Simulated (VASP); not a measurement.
The system is SnO (Romarchite).

```
CELL_PARAMETERS angstrom
3.79860 0.00000 0.00000
0.00000 3.79860 0.00000
0.00000 0.00000 4.84080
ATOMIC_POSITIONS crystal
Sn 0.50000 0.00000 0.23690
Sn 0.00000 0.50000 0.76310
O 0.00000 0.00000 0.00000
O 0.50000 0.50000 0.00000
```

Base run:

| Property | Result |
| --- | --- |
| Program | VASP 6.6.1 |
| Functional | PBEsol |
| Potentials or basis | VASP PAW PBE potentials, release 64 (Sn_d, O) |
| Cutoff | 520 eV |
| k mesh | 6 × 6 × 5 |
| Occupations | fermi-dirac, width 0.02 eV |
| Spin | no spin polarisation |

Its results: band gap on the k mesh 0.05 eV, indirect (least direct gap 1.92 eV); pressure 0.8 GPa; largest force 0.295 eV/Å.

Question: The run is repeated on the same cell with these changes: k mesh from 6 × 6 × 5 to 3 × 3 × 3. What comes out?

Answer: Band gap on the k mesh 1.05 eV, indirect (least direct gap 2.04 eV); pressure 0.6 GPa; largest force 0.363 eV/Å.

Caveats: some runs use coarse meshes; the PAW data sets were made with another functional, which shifts forces and pressure a little; spin-orbit coupling is left out, which moves the levels of the heavy elements; an odd mesh through Γ misses points on the zone boundary, where band edges often lie.
